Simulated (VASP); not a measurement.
Output of a VASP run:

OUTCAR:
```
 ion  position               nearest neighbor table
   1  0.500  0.500  0.500-  17 2.22  21 2.22  25 2.22  29 2.22  33 2.22  37 2.22   5 3.39   7 3.39
                             9 3.39  11 3.39  13 3.39  15 3.39  10 3.88   6 3.88  12 3.88  16 3.88
   2  0.500  0.000  0.000-  18 2.22  23 2.22  28 2.22  30 2.22  35 2.22  40 2.22   6 3.39   8 3.39
                             9 3.39  12 3.39  14 3.39  15 3.39  13 3.88   7 3.88  10 3.88  16 3.88
   3  0.000  0.000  0.500-  19 2.22  24 2.22  26 2.22  31 2.22  36 2.22  38 2.22   6 3.39   7 3.39
                            10 3.39  12 3.39  13 3.39  16 3.39   5 3.88   8 3.88  14 3.88  15 3.88
   4  0.000  0.500  0.000-  20 2.22  22 2.22  27 2.22  32 2.22  34 2.22  39 2.22   5 3.39   8 3.39
                            10 3.39  11 3.39  14 3.39  16 3.39  15 3.88   9 3.88  12 3.88   6 3.88
   5  0.250  0.717  0.467-  23 2.15  24 2.15  20 2.22  17 2.22  37 2.24  39 2.24   1 3.39   4 3.39
                            15 3.41  16 3.41  13 3.41  14 3.41   3 3.88   2 3.88   7 3.89   8 3.89
   6  0.750  0.783  0.033-  21 2.15  22 2.15  18 2.22  19 2.22  38 2.24  40 2.24   2 3.39   3 3.39
                            15 3.41  16 3.41  13 3.41  14 3.41   4 3.88   1 3.88  10 3.89   8 3.89
   7  0.467  0.250  0.717-  27 2.15  28 2.15  21 2.22  24 2.22  29 2.24  31 2.24   1 3.39   3 3.39
                            15 3.41  16 3.41  11 3.41  12 3.41   2 3.88   4 3.88   9 3.89  10 3.89
   8  0.033  0.750  0.783-  25 2.15  26 2.15  22 2.22  23 2.22  30 2.24  32 2.24   2 3.39   4 3.39
                            15 3.41  16 3.41  11 3.41  12 3.41   3 3.88   1 3.88  10 3.89   5 3.89
   9  0.717  0.467  0.250-  19 2.15  20 2.15  28 2.22  25 2.22  33 2.24  35 2.24   1 3.39   2 3.39
                            13 3.41  14 3.41  11 3.41  12 3.41   3 3.88   4 3.88   8 3.89   6 3.89
  10  0.783  0.033  0.750-  17 2.15  18 2.15  27 2.22  26 2.22  34 2.24  36 2.24   3 3.39   4 3.39
                            13 3.41  14 3.41  11 3.41  12 3.41   2 3.88   1 3.88   8 3.89   6 3.89
  11  0.750  0.283  0.533-  35 2.15  36 2.15  32 2.22  29 2.22  25 2.24  27 2.24   1 3.39   4 3.39
                             9 3.41  10 3.41   7 3.41   8 3.41   3 3.88   2 3.88  14 3.89  13 3.89
  12  0.250  0.217  0.967-  33 2.15  34 2.15  30 2.22  31 2.22  26 2.24  28 2.24   2 3.39   3 3.39
                             9 3.41  10 3.41   7 3.41   8 3.41   1 3.88   4 3.88  14 3.89  15 3.89
  13  0.533  0.750  0.283-  39 2.15  40 2.15  33 2.22  36 2.22  17 2.24  19 2.24   1 3.39   3 3.39
                             9 3.41  10 3.41   5 3.41   6 3.41   2 3.88   4 3.88  16 3.89  15 3.89
  14  0.967  0.250  0.217-  37 2.15  38 2.15  34 2.22  35 2.22  18 2.24  20 2.24   2 3.39   4 3.39
                             9 3.41  10 3.41   5 3.41   6 3.41   3 3.88   1 3.88  12 3.89  16 3.89
  15  0.283  0.533  0.750-  31 2.15  32 2.15  40 2.22  37 2.22  21 2.24  23 2.24   1 3.39   2 3.39
                             7 3.41   8 3.41   5 3.41   6 3.41   4 3.88   3 3.88  12 3.89  14 3.89
  16  0.217  0.967  0.250-  29 2.15  30 2.15  39 2.22  38 2.22  22 2.24  24 2.24   3 3.39   4 3.39
                             7 3.41   8 3.41   5 3.41   6 3.41   1 3.88   2 3.88  13 3.89  14 3.89
  17  0.536  0.774  0.543-  10 2.15   5 2.22   1 2.22  13 2.24
  18  0.730  0.993  0.957-  10 2.15   6 2.22   2 2.22  14 2.24
  19  0.770  0.726  0.262-   9 2.15   6 2.22   3 2.22  13 2.24
  20  0.964  0.507  0.238-   9 2.15   5 2.22   4 2.22  14 2.24
  21  0.543  0.536  0.774-   6 2.15   7 2.22   1 2.22  15 2.24
  22  0.957  0.730  0.993-   6 2.15   8 2.22   4 2.22  16 2.24
  23  0.262  0.770  0.726-   5 2.15   8 2.22   2 2.22  15 2.24
  24  0.238  0.964  0.507-   5 2.15   7 2.22   3 2.22  16 2.24
  25  0.774  0.543  0.536-   8 2.15   9 2.22   1 2.22  11 2.24
  26  0.993  0.957  0.730-   8 2.15  10 2.22   3 2.22  12 2.24
  27  0.726  0.262  0.770-   7 2.15  10 2.22   4 2.22  11 2.24
  28  0.507  0.238  0.964-   7 2.15   9 2.22   2 2.22  12 2.24
  29  0.464  0.226  0.457-  16 2.15  11 2.22   1 2.22   7 2.24
  30  0.270  0.007  0.043-  16 2.15  12 2.22   2 2.22   8 2.24
  31  0.230  0.274  0.738-  15 2.15  12 2.22   3 2.22   7 2.24
  32  0.036  0.493  0.762-  15 2.15  11 2.22   4 2.22   8 2.24
  33  0.457  0.464  0.226-  12 2.15  13 2.22   1 2.22   9 2.24
  34  0.043  0.270  0.007-  12 2.15  14 2.22   4 2.22  10 2.24
  35  0.738  0.230  0.274-  11 2.15  14 2.22   2 2.22   9 2.24
  36  0.762  0.036  0.493-  11 2.15  13 2.22   3 2.22  10 2.24
  37  0.226  0.457  0.464-  14 2.15  15 2.22   1 2.22   5 2.24
  38  0.007  0.043  0.270-  14 2.15  16 2.22   3 2.22   6 2.24
  39  0.274  0.738  0.230-  13 2.15  16 2.22   4 2.22   5 2.24
  40  0.493  0.762  0.036-  13 2.15  15 2.22   2 2.22   6 2.24
  LATTYP: Found a body centered cubic cell.
 ALAT       =    10.2525680000
 Subroutine PRICEL returns:
 Original cell was already a primitive cell.
 Subroutine GETGRP returns: Found 24 space group operations
The static configuration has the point symmetry S_6 .
 The point group associated with its full space group is T_h .
The dynamic configuration has the point symmetry S_6 .
 Subroutine INISYM returns: Found 24 space group operations
 Subroutine IBZKPT returns following result:
 Found      4 irreducible k-points:

 Following reciprocal coordinates:
            Coordinates               Weight
  0.000000  0.000000  0.000000      1.000000
  0.333333  0.000000  0.000000     12.000000
  0.333333  0.333333  0.000000      8.000000
 -0.333333  0.333333  0.333333      6.000000
   k-points           NKPTS =      4   k-points in BZ     NKDIM =      4   number of bands    NBANDS=    211
   number of dos      NEDOS =    301   number of ions     NIONS =     40
   total plane-waves  NPLWV = 110592
   dimension x,y,z NGX =    48 NGY =   48 NGZ =   48
   dimension x,y,z NGXF=    96 NGYF=   96 NGZF=   96
...
```

### OSZICAR
```
...
  17 F= -.24795521E+03 E0= -.24795520E+03  d E =-.452399E-03
       N       E                     dE             d eps       ncg     rms          rms(c)
DAV:   1    -0.247955791083E+03   -0.58611E-03   -0.30689E-01  2169   0.165E+00    0.346E-01
DAV:   2    -0.247955816947E+03   -0.25865E-04   -0.77768E-03  2424   0.348E-01    0.786E-02
DAV:   3    -0.247955707966E+03    0.10898E-03   -0.40510E-04  2152   0.925E-02    0.459E-02
DAV:   4    -0.247955682648E+03    0.25319E-04   -0.74089E-05  2280   0.425E-02    0.246E-02
DAV:   5    -0.247955676579E+03    0.60691E-05   -0.32673E-05  1944   0.206E-02    0.115E-02
DAV:   6    -0.247955673277E+03    0.33020E-05   -0.84460E-07  1064   0.181E-02    0.264E-03
DAV:   7    -0.247955674087E+03   -0.81056E-06   -0.97662E-07   968   0.606E-03
  18 F= -.24795567E+03 E0= -.24795566E+03  d E =-.921131E-03
       N       E                     dE             d eps       ncg     rms          rms(c)
DAV:   1    -0.247955797927E+03   -0.12465E-03   -0.12254E-02  1785   0.270E-01    0.403E-02
DAV:   2    -0.247955831649E+03   -0.33723E-04   -0.34274E-04  2480   0.679E-02    0.113E-02
DAV:   3    -0.247955829658E+03    0.19910E-05   -0.44683E-06  1712   0.131E-02    0.884E-03
DAV:   4    -0.247955828870E+03    0.78806E-06   -0.28123E-06  1256   0.763E-03
  19 F= -.24795583E+03 E0= -.24795582E+03  d E =-.154783E-03
       N       E                     dE             d eps       ncg     rms          rms(c)
DAV:   1    -0.247955873961E+03   -0.44303E-04   -0.11024E-01  1788   0.810E-01    0.125E-01
DAV:   2    -0.247956163587E+03   -0.28963E-03   -0.30477E-03  2472   0.201E-01    0.317E-02
DAV:   3    -0.247956154684E+03    0.89031E-05   -0.46124E-05  2512   0.385E-02    0.270E-02
DAV:   4    -0.247956152135E+03    0.25483E-05   -0.16305E-05  2224   0.177E-02    0.128E-02
DAV:   5    -0.247956153485E+03   -0.13503E-05   -0.63027E-06  1600   0.918E-03    0.370E-03
DAV:   6    -0.247956152637E+03    0.84841E-06   -0.49646E-07   952   0.760E-03
  20 F= -.24795615E+03 E0= -.24795614E+03  d E =-.478550E-03
       N       E                     dE             d eps       ncg     rms          rms(c)
DAV:   1    -0.247955054452E+03    0.10990E-02   -0.44095E-01  1788   0.162E+00    0.252E-01
DAV:   2    -0.247956185515E+03   -0.11311E-02   -0.12017E-02  2472   0.404E-01    0.601E-02
DAV:   3    -0.247956162900E+03    0.22614E-04   -0.20697E-04  2360   0.726E-02    0.500E-02
DAV:   4    -0.247956155066E+03    0.78341E-05   -0.43993E-05  2688   0.318E-02    0.263E-02
DAV:   5    -0.247956158011E+03   -0.29447E-05   -0.32177E-05  2192   0.234E-02    0.962E-03
DAV:   6    -0.247956157939E+03    0.72119E-07   -0.64002E-07   984   0.127E-02
  21 F= -.24795616E+03 E0= -.24795615E+03  d E =-.483852E-03
       N       E                     dE             d eps       ncg     rms          rms(c)
DAV:   1    -0.247955978396E+03    0.17961E-03   -0.11193E-01  1785   0.817E-01    0.126E-01
DAV:   2    -0.247956265288E+03   -0.28689E-03   -0.31381E-03  2472   0.208E-01    0.321E-02
DAV:   3    -0.247956265028E+03    0.25943E-06   -0.55622E-05  2344   0.385E-02    0.268E-02
DAV:   4    -0.247956263963E+03    0.10659E-05   -0.91327E-06  2112   0.175E-02    0.127E-02
DAV:   5    -0.247956265574E+03   -0.16110E-05   -0.99588E-06  1616   0.126E-02    0.503E-03
DAV:   6    -0.247956265457E+03    0.11637E-06   -0.98805E-07   944   0.528E-03
  22 F= -.24795627E+03 E0= -.24795626E+03  d E =-.591370E-03
```

### OUTCAR
```
------------------------ aborting loop because EDIFF is reached ----------------------------------------
  FORCE on cell =-STRESS in cart. coord.  units (eV):
  Direction    XX          YY          ZZ          XY          YZ          ZX
  --------------------------------------------------------------------------------------
  Total       -0.1071297     -0.1071297     -0.1071297     -0.0000000     -0.0000000     -0.0000000
  in kB       -0.3937969     -0.3937969     -0.3937969     -0.0000000     -0.0000000     -0.0000000
  external PRESSURE =      -0.3937969 kB  Pullay stress =       0.0000000 kB
  volume of cell :      435.86
      direct lattice vectors                 reciprocal lattice vectors
    -4.776348603  4.776348603  4.776348603     0.000000000  0.104682476  0.104682476
     4.776348603 -4.776348603  4.776348603     0.104682476  0.000000000  0.104682476
     4.776348603  4.776348603 -4.776348603     0.104682476  0.104682476  0.000000000
 POSITION                                       TOTAL-FORCE (eV/Angst)
 -----------------------------------------------------------------------------------
      2.38817      2.38817      2.38817         0.000000     -0.000000      0.000000
     -2.38817      2.38817      2.38817         0.000000     -0.000000      0.000000
      2.38817      2.38817     -2.38817         0.000000     -0.000000      0.000000
      2.38817     -2.38817      2.38817         0.000000     -0.000000      0.000000
      4.43605      0.00000      2.38817        -0.001978     -0.000000      0.000000
      0.34030      0.00000      7.16452         0.001978      0.000000      0.000000
      2.38817      4.43605      0.00000         0.000000     -0.001978      0.000000
      7.16452      0.34030      0.00000         0.000000      0.001978      0.000000
      0.00000      2.38817      4.43605         0.000000      0.000000     -0.001978
      0.00000      7.16452      0.34030         0.000000     -0.000000      0.001978
      0.34030      4.77635      2.38817         0.001978      0.000000      0.000000
      4.43605      4.77635     -2.38817        -0.001978     -0.000000      0.000000
      2.38817      0.34030      4.77635         0.000000      0.001978      0.000000
     -2.38817      4.43605      4.77635         0.000000     -0.001978      0.000000
      4.77635      2.38817      0.34030         0.000000     -0.000000      0.001978
      4.77635     -2.38817      4.43605         0.000000     -0.000000     -0.001978
      3.77444      1.49098      3.62438        -0.005893      0.001142      0.001190
      5.77826      3.28537      3.62438         0.005893     -0.001142      0.001190
      1.00191      1.49098      5.92832         0.005893      0.001142     -0.001190
     -1.00191      3.28537      5.92832        -0.005893     -0.001142     -0.001190
      3.62438      3.77444      1.49098         0.001190     -0.005893      0.001142
      3.62438      5.77826      3.28537         0.001190      0.005893     -0.001142
      5.92832      1.00191      1.49098        -0.001190      0.005893      0.001142
      5.92832     -1.00191      3.28537        -0.001190     -0.005893     -0.001142
      1.49098      3.62438      3.77444         0.001142      0.001190     -0.005893
      3.28537      3.62438      5.77826        -0.001142      0.001190      0.005893
      1.49098      5.92832      1.00191         0.001142     -0.001190      0.005893
      3.28537      5.92832     -1.00191        -0.001142     -0.001190     -0.005893
      1.00191      3.28537      1.15197         0.005893     -0.001142     -0.001190
     -1.00191      1.49098      1.15197        -0.005893      0.001142     -0.001190
      3.77444      3.28537     -1.15197        -0.005893     -0.001142      0.001190
      5.77826      1.49098     -1.15197         0.005893      0.001142      0.001190
      1.15197      1.00191      3.28537        -0.001190      0.005893     -0.001142
      1.15197     -1.00191      1.49098        -0.001190     -0.005893      0.001142
     -1.15197      3.77444      3.28537         0.001190     -0.005893     -0.001142
     -1.15197      5.77826      1.49098         0.001190      0.005893      0.001142
      3.28537      1.15197      1.00191        -0.001142     -0.001190      0.005893
      1.49098      1.15197     -1.00191         0.001142     -0.001190     -0.005893
      3.28537     -1.15197      3.77444        -0.001142      0.001190     -0.005893
      1.49098     -1.15197      5.77826         0.001142      0.001190      0.005893
 -----------------------------------------------------------------------------------
    total drift:                               -0.000000     -0.000000      0.000000
  FREE ENERGIE OF THE ION-ELECTRON SYSTEM (eV)
  ---------------------------------------------------
  free  energy   TOTEN  =      -247.9562654572 eV

  energy  without entropy=     -247.9562451174  energy(sigma->0) =     -247.95625529

 reached required accuracy - stopping structural energy minimisation
```
(Selected blocks of OUTCAR.)

File POSCAR:
```
In2O3
1
   -5.1262840000     5.1262840000     5.1262840000
    5.1262840000    -5.1262840000     5.1262840000
    5.1262840000     5.1262840000    -5.1262840000
In O
16 24
Direct
  0.5000000000   0.5000000000   0.5000000000
  0.5000000000   0.0000000000   0.0000000000
  0.0000000000   0.0000000000   0.5000000000
  0.0000000000   0.5000000000   0.0000000000
  0.2500000000   0.7165000000   0.4665000000
  0.7500000000   0.7835000000   0.0335000000
  0.4665000000   0.2500000000   0.7165000000
  0.0335000000   0.7500000000   0.7835000000
  0.7165000000   0.4665000000   0.2500000000
  0.7835000000   0.0335000000   0.7500000000
  0.7500000000   0.2835000000   0.5335000000
  0.2500000000   0.2165000000   0.9665000000
  0.5335000000   0.7500000000   0.2835000000
  0.9665000000   0.2500000000   0.2165000000
  0.2835000000   0.5335000000   0.7500000000
  0.2165000000   0.9665000000   0.2500000000
  0.5361000000   0.7737000000   0.5434000000
  0.7303000000   0.9927000000   0.9566000000
  0.7697000000   0.7263000000   0.2624000000
  0.9639000000   0.5073000000   0.2376000000
  0.5434000000   0.5361000000   0.7737000000
  0.9566000000   0.7303000000   0.9927000000
  0.2624000000   0.7697000000   0.7263000000
  0.2376000000   0.9639000000   0.5073000000
  0.7737000000   0.5434000000   0.5361000000
  0.9927000000   0.9566000000   0.7303000000
  0.7263000000   0.2624000000   0.7697000000
  0.5073000000   0.2376000000   0.9639000000
  0.4639000000   0.2263000000   0.4566000000
  0.2697000000   0.0073000000   0.0434000000
  0.2303000000   0.2737000000   0.7376000000
  0.0361000000   0.4927000000   0.7624000000
  0.4566000000   0.4639000000   0.2263000000
  0.0434000000   0.2697000000   0.0073000000
  0.7376000000   0.2303000000   0.2737000000
  0.7624000000   0.0361000000   0.4927000000
  0.2263000000   0.4566000000   0.4639000000
  0.0073000000   0.0434000000   0.2697000000
  0.2737000000   0.7376000000   0.2303000000
  0.4927000000   0.7624000000   0.0361000000
```

Q: Write an INCAR and KPOINTS that could have produced this output.

A: This is not unique; one that fits is the input of the run itself, revPBE GGA, plane waves, VASP's PBE PAW potentials (set 64).

### INCAR
```
SYSTEM=In2O3
PREC=Accurate; ENCUT=240; LREAL=Auto
LASPH=T
EDIFF=1E-6; NELM=100; ALGO=Normal
LMAXMIX=4
ISMEAR=-1; SIGMA=0.1
GGA=RE
IBRION=2; NSW=50; ISIF=3
EDIFFG=-0.01
LWAVE=F; LCHARG=F
```

File KPOINTS:
```
Automatic mesh
0
Gamma
3 3 3
0 0 0
```

POTCAR, in this order: In_d O (PBE.64 set). Program: vasp_std.

At this cut-off the stress carries a Pulay error, which pulls relaxed volumes low. Energy and stress use the plane-wave basis of the starting cell.

The structure was generated: In2O3 was put into an ordered model structure, a phase also known from measurement. This run relaxes it. Symmetry was kept, so distortions that lower it aren't found. The run is one of a series of settings (EDIFFG = -0.01, ENCUT = 240, IBRION = 2, ISIF = 3, NSW = 50 against the base run), some of them coarse on purpose.
